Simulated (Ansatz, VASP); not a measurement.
# ZrGe in two plane-wave programs, part 2 of 2

Wanted: the spread between two codes on one cell, functional and k mesh. The cell is generated by rule, not measured, and may not be a known phase. The cell is taken from a series of runs on this material, whose earlier steps may have relaxed, scaled, displaced or heated it; both programs get it as it stands.

VASP 6.6.1 and Ansatz 0.2.0.

So far: The structure; Ansatz: zone-centre phonons, LDA.

## (3) VASP: zone-centre phonons, LDA

Level of this step: LDA; plane waves and PAW (Zr_sv, Ge_d); invented cell (VASP).

The same cell, functional (in two slightly different forms), mesh and smearing now go to VASP, with its own data sets.

Lines of VASP's logs that name or quote its potential files are left out, and so is its time.

The input, INCAR:

```
SYSTEM = ZrGe
PREC = Accurate
ENCUT = 500
EDIFF = 1E-08
NELM = 120
ISMEAR = 1
SIGMA = 0.15
LREAL = .FALSE.
ALGO = Normal
GGA = CA
NBANDS = 32
LASPH = .TRUE.
LORBIT = 11
LWAVE = .FALSE.
LCHARG = .FALSE.
ISIF = 2
IBRION = 8
GGA_COMPAT = .FALSE.
KPAR = 2
```

The input, POSCAR:

```
ZrGe
1.0
    3.7334748938      0.0000000000      0.0000000000
   -1.8667374469      3.2332841025      0.0000000000
    0.0000000000      0.0000000000      6.7327527898
Zr Ge
2 2
Direct
    0.0000000000      0.0000000000      0.0000000000
    0.0000000000      0.0000000000      0.5000000000
    0.3333333333      0.6666666667      0.2500000000
    0.6666666667      0.3333333333      0.7500000000
```

The input, KPOINTS:

```
Automatic mesh
0
Gamma
12 12 6
0 0 0
```

PAW data sets: Zr_sv and Ge_d (LDA family, release 64).

Launch:

```
$ mpirun -np 2 vasp_std
```

Numbers of over 12 decimals in the logs are rounded to 6 here.

Output:

```text
[banner, memory and clock lines left out]
running    2 mpi-ranks, on    1 nodes
 distrk:  each k-point on    1 cores,    2 groups
 distr:  one band on    1 cores,    1 groups

 POSCAR found type information on POSCAR ZrGe
 POSCAR found :  2 types and       4 ions
 LDA part: xc-table for (Slater(with rela. corr.)+CA(PZ))
 , standard interpolation
 POSCAR, INCAR and KPOINTS ok, starting setup
 FFT: planning ... GRIDC
 FFT: planning ... GRID_SOFT
 FFT: planning ... GRID
 WAVECAR not read
 entering main loop
       N       E                     dE             d eps       ncg     rms          rms(c)
DAV:   1     0.593375074469E+03    0.59338E+03   -0.25819E+04  6000   0.358E+03
DAV:   2     0.594229225803E+02   -0.53395E+03   -0.52076E+03  4976   0.887E+02
DAV:   3    -0.272041306741E+02   -0.86627E+02   -0.85272E+02  6952   0.210E+02
DAV:   4    -0.333556389000E+02   -0.61515E+01   -0.61301E+01  6928   0.574E+01
DAV:   5    -0.336523797427E+02   -0.29674E+00   -0.29669E+00  7648   0.107E+01    0.185E+01
DAV:   6    -0.315588694581E+02    0.20935E+01   -0.67100E+00  8312   0.496E+01    0.639E+00
DAV:   7    -0.314921116090E+02    0.66758E-01   -0.16405E+00  6672   0.778E+00    0.203E+00
DAV:   8    -0.314759480356E+02    0.16164E-01   -0.13654E-01  7128   0.347E+00    0.103E+00
DAV:   9    -0.314741241137E+02    0.18239E-02   -0.17086E-02  6928   0.111E+00    0.192E-01
DAV:  10    -0.314737617820E+02    0.36233E-03   -0.23857E-03  6672   0.379E-01    0.386E-02
DAV:  11    -0.314737728909E+02   -0.11109E-04   -0.22749E-04  7784   0.119E-01    0.215E-02
DAV:  12    -0.314737669117E+02    0.59792E-05   -0.23406E-05  6904   0.362E-02    0.686E-03
DAV:  13    -0.314737668484E+02    0.63352E-07   -0.12180E-06  7120   0.867E-03    0.125E-03
DAV:  14    -0.314737668444E+02    0.39199E-08   -0.94250E-08  6784   0.193E-03
   1 F= -.31473767E+02 E0= -.31474819E+02  d E =0.315589E-02
 Linear response reoptimize wavefunctions to high precision
DAV:   1    -0.314737668449E+02   -0.51114E-09   -0.61885E-09  4568   0.608E-04
DAV:   2    -0.314737668450E+02   -0.90949E-10   -0.80579E-10  3536   0.280E-04
 Linear response DOF=           4
 Linear response progress:
  Degree of freedom:   1/  4
       N       E                     dE             d eps       ncg     rms          rms(c)
RMM:   1    -0.709394002383E+00   -0.70939E+00    0.29612E+00 21248   0.970E+00
RMM:   2    -0.656558197700E+00    0.52836E-01   -0.25832E-01 28026   0.201E+00    0.190E-01
RMM:   3    -0.660452245490E+00   -0.38940E-02   -0.45099E-02 35276   0.625E-01    0.698E-02
RMM:   4    -0.662212424004E+00   -0.17602E-02   -0.38042E-03 39472   0.206E-01    0.420E-02
RMM:   5    -0.662812102093E+00   -0.59968E-03   -0.15845E-03 39051   0.114E-01    0.192E-02
RMM:   6    -0.662835796377E+00   -0.23694E-04   -0.28278E-04 42441   0.511E-02    0.166E-02
RMM:   7    -0.662766234940E+00    0.69561E-04   -0.11534E-04 41460   0.320E-02    0.303E-03
RMM:   8    -0.662745774842E+00    0.20460E-04   -0.52649E-05 43121   0.182E-02    0.124E-03
RMM:   9    -0.662742581810E+00    0.31930E-05   -0.31694E-05 42637   0.121E-02    0.116E-03
RMM:  10    -0.662741795108E+00    0.78670E-06   -0.18387E-05 42559   0.862E-03    0.115E-04
RMM:  11    -0.662741875354E+00   -0.80246E-07   -0.13516E-05 43208   0.640E-03    0.130E-04
RMM:  12    -0.662744161393E+00   -0.22860E-05   -0.87420E-06 42786   0.492E-03    0.166E-04
RMM:  13    -0.662740656179E+00    0.35052E-05   -0.73292E-06 40097   0.398E-03    0.374E-04
RMM:  14    -0.662746049339E+00   -0.53932E-05   -0.42167E-06 38998   0.330E-03    0.267E-04
RMM:  15    -0.662748738668E+00   -0.26893E-05   -0.30398E-06 40852   0.272E-03    0.241E-04
RMM:  16    -0.662749674714E+00   -0.93605E-06   -0.21391E-06 42594   0.225E-03    0.251E-04
RMM:  17    -0.662749731720E+00   -0.57006E-07   -0.14288E-06 43129   0.192E-03    0.287E-04
 first order change of Fermi-energy  -0.14563E-03
 force on displaced ion       1 direction 1 :  -5.803   0.000   0.000
 Linear response progress:
  Degree of freedom:   2/  4
       N       E                     dE             d eps       ncg     rms          rms(c)
RMM:   1    -0.784443484239E+00   -0.78444E+00    0.41933E+00  7548   0.124E+01
RMM:   2    -0.716111824841E+00    0.68332E-01   -0.38431E-01 10554   0.360E+00    0.205E-01
RMM:   3    -0.720025116304E+00   -0.39133E-02   -0.62073E-02 11734   0.132E+00    0.842E-02
RMM:   4    -0.722456448321E+00   -0.24313E-02   -0.24243E-03 13932   0.335E-01    0.539E-02
RMM:   5    -0.723171867664E+00   -0.71542E-03   -0.13408E-03 14033   0.159E-01    0.267E-02
RMM:   6    -0.723190521362E+00   -0.18654E-04   -0.27663E-04 15673   0.722E-02    0.198E-02
RMM:   7    -0.723159852556E+00    0.30669E-04   -0.11425E-04 15625   0.460E-02    0.356E-03
RMM:   8    -0.723148052166E+00    0.11800E-04   -0.54560E-05 16786   0.248E-02    0.189E-03
RMM:   9    -0.723142461983E+00    0.55902E-05   -0.18068E-05 16857   0.148E-02    0.113E-03
RMM:  10    -0.723142342787E+00    0.11920E-06   -0.13748E-05 17152   0.942E-03    0.306E-04
RMM:  11    -0.723147804849E+00   -0.54621E-05   -0.10225E-06 16486   0.652E-03    0.167E-04
RMM:  12    -0.723148745796E+00   -0.94095E-06   -0.43106E-07 17329   0.444E-03    0.117E-04
RMM:  13    -0.723149551987E+00   -0.80619E-06   -0.15642E-07 17093   0.317E-03    0.118E-04
RMM:  14    -0.723150350068E+00   -0.79808E-06   -0.49301E-07 17081   0.234E-03    0.747E-05
RMM:  15    -0.723150961301E+00   -0.61123E-06   -0.39292E-07 16615   0.183E-03    0.536E-05
RMM:  16    -0.723150377771E+00    0.58353E-06   -0.45121E-07 16413   0.148E-03    0.388E-05
RMM:  17    -0.723150562097E+00   -0.18433E-06   -0.25786E-07 17302   0.120E-03    0.424E-05
RMM:  18    -0.723150614437E+00   -0.52341E-07   -0.49122E-07 17090   0.101E-03    0.591E-05
RMM:  19    -0.723150599635E+00    0.14802E-07   -0.19621E-07 17065   0.856E-04    0.678E-05
RMM:  20    -0.723150675528E+00   -0.75893E-07   -0.20043E-07 16812   0.749E-04    0.748E-05
RMM:  21    -0.723150647541E+00    0.27987E-07   -0.19999E-09 16540   0.661E-04    0.835E-05
RMM:  22    -0.723150649798E+00   -0.22571E-08   -0.55039E-08 16093   0.590E-04    0.926E-05
 first order change of Fermi-energy   0.22347E-03
 force on displaced ion       1 direction 3 :  -0.000  -0.000 -12.581
 Linear response progress:
  Degree of freedom:   3/  4
       N       E                     dE             d eps       ncg     rms          rms(c)
RMM:   1    -0.188152616903E+00   -0.18815E+00    0.10643E+01 26000   0.460E+01
RMM:   2    -0.196486261076E+00   -0.83336E-02   -0.13338E-02 35142   0.609E-01    0.101E-01
RMM:   3    -0.196745939647E+00   -0.25968E-03   -0.13631E-03 39236   0.180E-01    0.582E-02
RMM:   4    -0.197222737085E+00   -0.47680E-03   -0.31027E-04 42975   0.878E-02    0.931E-03
RMM:   5    -0.197176169794E+00    0.46567E-04   -0.92931E-05 44371   0.294E-02    0.607E-03
RMM:   6    -0.197210206982E+00   -0.34037E-04   -0.36301E-05 49794   0.155E-02    0.232E-03
RMM:   7    -0.197195142421E+00    0.15065E-04   -0.11821E-05 51693   0.895E-03    0.931E-04
RMM:   8    -0.197201226079E+00   -0.60837E-05   -0.67530E-06 51640   0.536E-03    0.433E-04
RMM:   9    -0.197201571288E+00   -0.34521E-06   -0.28779E-06 53719   0.324E-03    0.234E-04
RMM:  10    -0.197202851309E+00   -0.12800E-05   -0.16842E-06 52703   0.206E-03    0.826E-05
RMM:  11    -0.197202900439E+00   -0.49130E-07   -0.84650E-07 53579   0.134E-03    0.104E-04
RMM:  12    -0.197203451737E+00   -0.55130E-06   -0.54775E-07 51098   0.955E-04    0.120E-04
RMM:  13    -0.197202877671E+00    0.57407E-06   -0.24626E-07 51475   0.681E-04    0.639E-05
RMM:  14    -0.197202874961E+00    0.27102E-08   -0.16876E-07 53686   0.470E-04    0.842E-05
RMM:  15    -0.197202876204E+00   -0.12437E-08   -0.41023E-08 53431   0.332E-04    0.102E-04
 first order change of Fermi-energy   0.31030E-04
 force on displaced ion       3 direction 1 :  -5.779  -0.002   0.000
 Linear response progress:
  Degree of freedom:   4/  4
       N       E                     dE             d eps       ncg     rms          rms(c)
RMM:   1    -0.202412220339E+00   -0.20241E+00    0.10004E+01  8474   0.446E+01
RMM:   2    -0.210227955575E+00   -0.78157E-02   -0.47325E-03 11796   0.658E-01    0.222E-01
RMM:   3    -0.211167411175E+00   -0.93946E-03   -0.31365E-03 12194   0.251E-01    0.153E-01
RMM:   4    -0.210875881308E+00    0.29153E-03   -0.54067E-04 13475   0.110E-01    0.958E-02
RMM:   5    -0.211127237216E+00   -0.25136E-03   -0.21936E-04 13688   0.708E-02    0.189E-02
RMM:   6    -0.211109693557E+00    0.17544E-04   -0.13102E-04 15647   0.309E-02    0.771E-03
RMM:   7    -0.211116198685E+00   -0.65051E-05   -0.62876E-05 16689   0.162E-02    0.695E-03
RMM:   8    -0.211112653810E+00    0.35449E-05   -0.19205E-05 16059   0.117E-02    0.300E-03
RMM:   9    -0.211121483828E+00   -0.88300E-05   -0.10494E-05 16615   0.651E-03    0.547E-04
RMM:  10    -0.211123254892E+00   -0.17711E-05    0.62469E-06 17264   0.372E-03    0.362E-04
RMM:  11    -0.211124013151E+00   -0.75826E-06   -0.14724E-06 17354   0.237E-03    0.492E-04
RMM:  12    -0.211124501434E+00   -0.48828E-06   -0.50335E-06 16942   0.166E-03    0.238E-04
RMM:  13    -0.211124744148E+00   -0.24271E-06    0.10369E-06 16379   0.129E-03    0.293E-04
RMM:  14    -0.211124997299E+00   -0.25315E-06   -0.19492E-06 16506   0.906E-04    0.544E-05
[...]
RMM:  21    -0.211125297414E+00    0.24056E-06    0.12717E-06 17165   0.201E-04    0.529E-05
RMM:  22    -0.211125599429E+00   -0.30201E-06   -0.15705E-06 16729   0.177E-04    0.540E-05
RMM:  23    -0.211125360807E+00    0.23862E-06    0.76101E-07 17331   0.155E-04    0.619E-05
RMM:  24    -0.211125563990E+00   -0.20318E-06   -0.11207E-06 17009   0.138E-04    0.660E-05
RMM:  25    -0.211125406951E+00    0.15704E-06    0.55933E-07 15896   0.127E-04    0.786E-05
RMM:  26    -0.211125610009E+00   -0.20306E-06   -0.13430E-06 16199   0.113E-04    0.807E-05
RMM:  27    -0.211125407071E+00    0.20294E-06    0.73745E-07 15877   0.103E-04    0.880E-05
RMM:  28    -0.211125583272E+00   -0.17620E-06   -0.10386E-06 17121   0.101E-04    0.796E-05
 first order change of Fermi-energy  -0.27621E-03
 force on displaced ion       3 direction 3 :   0.000   0.000 -11.506
 Linear response finished
```

Parts of OUTCAR (step 3):

```text
ion  position               nearest neighbor table
   1  0.000  0.000  0.000-   3 2.73   4 2.73   4 2.73   3 2.73   4 2.73   3 2.73   2 3.37   2 3.37

  LATTYP: Found a hexagonal cell.
 ALAT       =     3.7334748938
 C/A-ratio  =     1.8033475465

 Subroutine GETGRP returns: Found 24 space group operations
 (whereof 12 operations were pure point group operations)

The static configuration has the point symmetry D_3d.
 The point group associated with its full space group is D_6h.

 Found     76 irreducible k-points:

   k-points           NKPTS =     76   k-points in BZ     NKDIM =     76   number of bands    NBANDS=     32

   dimension x,y,z NGX =    28 NGY =   28 NGZ =   50
   dimension x,y,z NGXF=    56 NGYF=   56 NGZF=  100

   ENCUT  =  500.0 eV  36.75 Ry    6.06 a.u.   6.81  6.81 12.28*2*pi/ulx,y,z

   NELECT =      52.0000    total number of electrons

 k-points in reciprocal lattice and weights: Automatic mesh
   0.00000000  0.00000000  0.00000000       0.001
   0.08333333  0.00000000  0.00000000       0.007
   0.16666667  0.00000000  0.00000000       0.007
   0.25000000  0.00000000  0.00000000       0.007
   0.33333333  0.00000000  0.00000000       0.007
   0.41666667  0.00000000  0.00000000       0.007
   0.50000000  0.00000000  0.00000000       0.003
   0.08333333  0.08333333  0.00000000       0.007
   0.16666667  0.08333333  0.00000000       0.014
[...]
0.33333333  0.25000000  0.50000000       0.014
   0.33333333  0.33333333  0.50000000       0.002

 average (electrostatic) potential at core
       1 -75.7042       2 -75.7042       3 -71.2870       4 -71.2870

  Total        0.1082187      0.1082187      0.1629442      0.0000000      0.0000000      0.0000000
  in kB        2.1333550      2.1333550      3.2121792      0.0000000      0.0000000      0.0000000
  external PRESSURE =       2.4929631 kB  Pullay stress =       0.0000000 kB

  energy-cutoff  :      500.00
  volume of cell :       81.27
      direct lattice vectors                 reciprocal lattice vectors
     3.733474894  0.000000000  0.000000000     0.267846987  0.154641530  0.000000000
    -1.866737447  3.233284102  0.000000000     0.000000000  0.309283060  0.000000000
     0.000000000  0.000000000  6.732752790     0.000000000  0.000000000  0.148527657

 POSITION                                       TOTAL-FORCE (eV/Angst)
 -----------------------------------------------------------------------------------
      0.00000      0.00000      0.00000         0.000000      0.000000      0.000000
      0.00000      0.00000      3.36638         0.000000      0.000000      0.000000
     -0.00000      2.15552      1.68319         0.000000     -0.000000      0.000000
      1.86674      1.07776      5.04956        -0.000000      0.000000      0.000000
 -----------------------------------------------------------------------------------
    total drift:                                0.000000     -0.000000     -0.000000

 Eigenvectors and eigenvalues of the dynamical matrix
 ----------------------------------------------------

   1 f  =    7.870040 THz    49.448918 2PiTHz  262.516268 cm-1    32.547854 meV
             X         Y         Z           dx          dy          dz
      0.000000  0.000000  0.000000    -0.000000    0.000000   -0.471301
      0.000000  0.000000  3.366376    -0.000000    0.000000   -0.471301
     -0.000000  2.155523  1.683188     0.000000    0.000000    0.527139
      1.866737  1.077761  5.049565     0.000000   -0.000000    0.527139

   2 f  =    6.559929 THz    41.217248 2PiTHz  218.815671 cm-1    27.129673 meV
             X         Y         Z           dx          dy          dz
      0.000000  0.000000  0.000000    -0.000000    0.000000    0.000000
      0.000000  0.000000  3.366376    -0.000000    0.000000    0.000000
     -0.000000  2.155523  1.683188     0.000000    0.000000    0.707107
      1.866737  1.077761  5.049565     0.000000   -0.000000   -0.707107

   3 f  =    6.316303 THz    39.686501 2PiTHz  210.689185 cm-1    26.122118 meV
             X         Y         Z           dx          dy          dz
      0.000000  0.000000  0.000000     0.000000   -0.000000   -0.707107
      0.000000  0.000000  3.366376     0.000000   -0.000000    0.707107
     -0.000000  2.155523  1.683188    -0.000000    0.000000   -0.000000
      1.866737  1.077761  5.049565    -0.000000    0.000000   -0.000000

   4 f  =    5.617233 THz    35.294116 2PiTHz  187.370726 cm-1    23.230999 meV
             X         Y         Z           dx          dy          dz
      0.000000  0.000000  0.000000     0.000002   -0.472563    0.000000
      0.000000  0.000000  3.366376     0.000002   -0.472563   -0.000000
     -0.000000  2.155523  1.683188    -0.000003    0.526008    0.000000
      1.866737  1.077761  5.049565    -0.000003    0.526008   -0.000000

   5 f  =    5.617233 THz    35.294116 2PiTHz  187.370726 cm-1    23.230999 meV
             X         Y         Z           dx          dy          dz
      0.000000  0.000000  0.000000     0.472563    0.000002    0.000000
      0.000000  0.000000  3.366376     0.472563    0.000002   -0.000000
     -0.000000  2.155523  1.683188    -0.526008   -0.000003   -0.000000
      1.866737  1.077761  5.049565    -0.526008   -0.000003   -0.000000

   6 f  =    4.630691 THz    29.095492 2PiTHz  154.463240 cm-1    19.150992 meV
             X         Y         Z           dx          dy          dz
      0.000000  0.000000  0.000000    -0.000000   -0.000000   -0.000000
      0.000000  0.000000  3.366376    -0.000000    0.000000   -0.000000
     -0.000000  2.155523  1.683188    -0.000004   -0.707107    0.000000
      1.866737  1.077761  5.049565     0.000004    0.707107   -0.000000

   7 f  =    4.630691 THz    29.095492 2PiTHz  154.463240 cm-1    19.150992 meV
             X         Y         Z           dx          dy          dz
      0.000000  0.000000  0.000000    -0.000000    0.000000    0.000000
      0.000000  0.000000  3.366376    -0.000000   -0.000000   -0.000000
     -0.000000  2.155523  1.683188     0.707107   -0.000004   -0.000000
      1.866737  1.077761  5.049565    -0.707107    0.000004   -0.000000

   8 f  =    4.122965 THz    25.905355 2PiTHz  137.527320 cm-1    17.051207 meV
             X         Y         Z           dx          dy          dz
      0.000000  0.000000  0.000000     0.000000   -0.707107    0.000000
      0.000000  0.000000  3.366376    -0.000000    0.707107   -0.000000
     -0.000000  2.155523  1.683188     0.000000    0.000000    0.000000
      1.866737  1.077761  5.049565    -0.000000   -0.000000    0.000000

   9 f  =    4.122965 THz    25.905355 2PiTHz  137.527320 cm-1    17.051207 meV
             X         Y         Z           dx          dy          dz
      0.000000  0.000000  0.000000     0.707107    0.000000    0.000000
      0.000000  0.000000  3.366376    -0.707107   -0.000000   -0.000000
     -0.000000  2.155523  1.683188    -0.000000   -0.000000    0.000000
      1.866737  1.077761  5.049565     0.000000    0.000000    0.000000

  10 f/i=    0.008365 THz     0.052556 2PiTHz    0.279011 cm-1     0.034593 meV
             X         Y         Z           dx          dy          dz
      0.000000  0.000000  0.000000     0.000000    0.000000   -0.527139
      0.000000  0.000000  3.366376     0.000000    0.000000   -0.527139
     -0.000000  2.155523  1.683188    -0.000000    0.000000   -0.471301
      1.866737  1.077761  5.049565     0.000000   -0.000000   -0.471301

  11 f/i=    0.019436 THz     0.122121 2PiTHz    0.648318 cm-1     0.080381 meV
             X         Y         Z           dx          dy          dz
      0.000000  0.000000  0.000000    -0.501586   -0.158418    0.000000
      0.000000  0.000000  3.366376    -0.501586   -0.158418   -0.000000
     -0.000000  2.155523  1.683188    -0.450622   -0.142322   -0.000000
      1.866737  1.077761  5.049565    -0.450622   -0.142322   -0.000000

  12 f/i=    0.019436 THz     0.122121 2PiTHz    0.648318 cm-1     0.080381 meV
             X         Y         Z           dx          dy          dz
      0.000000  0.000000  0.000000     0.158418   -0.501586   -0.000000
      0.000000  0.000000  3.366376     0.158418   -0.501586    0.000000
     -0.000000  2.155523  1.683188     0.142322   -0.450622   -0.000000
      1.866737  1.077761  5.049565     0.142322   -0.450622    0.000000

 ELASTIC MODULI CONTR FROM IONIC RELAXATION (kBar)
 Direction    XX          YY          ZZ          XY          YZ          ZX
 --------------------------------------------------------------------------------
 XX        -171.3905    171.3905      0.0000      0.0000      0.0000      0.0000
 YY         171.3905   -171.3905      0.0000     -0.0000     -0.0000      0.0000
 ZZ           0.0000      0.0000      0.0000      0.0000      0.0000      0.0000
 XY           0.0000     -0.0000      0.0000   -171.3905     -0.0000      0.0000
 YZ           0.0000     -0.0000      0.0000     -0.0000     -0.0000      0.0000
 ZX           0.0000      0.0000      0.0000      0.0000      0.0000      0.0000
 --------------------------------------------------------------------------------
```

## (4) Side by side

Known differences besides the potentials themselves: the two LDA forms differ slightly; the cutoff is 420 eV in Ansatz and 500 eV in VASP; VASP's log shows a relativistic correction to its local exchange, Ansatz's none. Total energies have different zeros and are not compared.

Compared:

```tsv
quantity	Ansatz	VASP	difference
optical mode 1 to 2 (cm⁻¹)	135.9	137.5	-1.20 %
optical mode 3 to 4 (cm⁻¹)	154.1	154.5	-0.25 %
optical mode 5 to 6 (cm⁻¹)	185.7	187.4	-0.90 %
optical mode 7 (cm⁻¹)	209.2	210.7	-0.68 %
optical mode 8 (cm⁻¹)	218.4	218.8	-0.20 %
optical mode 9 (cm⁻¹)	261.5	262.5	-0.38 %
```

Modes are paired by rising frequency, not by their patterns, so a pair may set unlike modes beside each other; they are those without the splitting of longitudinal modes.

## (5) Outcome

```json
{
 "r.m.s. difference of the optical zone-centre modes, each program's sorted by frequency (zone-centre phonons, LDA)": "1.3 cm⁻¹",
 "difference in optical mode 1 to 2 (zone-centre phonons, LDA)": "-1.2 %"
}
```

What this shows: The r.m.s. difference of the optical zone-centre modes, each program's sorted by frequency is 1.3 cm⁻¹ (zone-centre phonons, LDA). Among the rows given in per cent, the largest difference of the zone-centre phonons, LDA pair is in optical mode 1 to 2, -1.2 %. How closely two codes agree says nothing of how well the functional describes the real material.

[Lines on the potential files, build, host, timing and source positions are cut from VASP's logs without a mark.]

[Logs are printed without paths, hosts, clocks, repeated set-up lines and the standing remarks that a program may print on its own settings, such as how far it seeks lower states.]

[Hosts, paths, dates, database ids (printed as entryN), source tags and the programs' standing remarks are cut or masked in the printed files.]
